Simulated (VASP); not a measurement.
Given:

```
TiP
1.0
    0.00000     2.74283     2.74283
    2.74283     0.00000     2.74283
    2.74283     2.74283     0.00000
Ti P
1 1
Direct
  0.00000   0.00000   0.00000
  0.25000   0.25000   0.25000
```

Level of theory: PBEsol GGA, VASP's PBE PAW potentials (set 64) (plane waves; VASP). Settings: 400 eV cut-off, Gaussian smearing of 0.050 eV, potentials Ti_sv P.

Task: Give the energies of bands 6 to 11 at the high-symmetry points, in eV from the Fermi level.

Result: 
```csv
band,Γ,X,U,L,W
6,-2.71,-4.42,-3.93,-4.28,-3.65
7,-2.71,-1.85,-2.75,-2.41,-3.03
8,-2.71,-1.85,-2.00,-2.41,-1.98
9,0.49,-0.69,-0.53,0.78,-0.70
10,0.49,1.12,0.71,0.78,0.40
11,3.75,1.20,0.97,0.97,1.19
```

It has no gap at this level: it comes out as a metal or semimetal.

The structure was generated: TiP was put into the zinc blende type (F-43m), which need not be its known phase. It was relaxed first, which changed the volume by -30 %. The electron count is odd and the run is not spin-polarised, which forces a metal.
